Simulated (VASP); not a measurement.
Take CaO (rock salt), against free atoms with fixed spin and no zero-point term, in VASP with PAW potentials, and its cohesive energy.

### Question
One run gives 5.04 eV/atom. Which level is it?
A) LDA
B) PBE
C) RPBE
D) PBE-D3(BJ)

### Answer
C, RPBE.  The others give 5.44 (PBE), 5.70 (PBE-D3(BJ)), 6.39 (LDA).

Only levels that ran to the end are used. Left out are those held back, those with too coarse a band path, GW runs whose mesh misses a band edge, hybrids' fits of cells that aren't cubic and levels without matching references; a question may draw on a part of the rest.
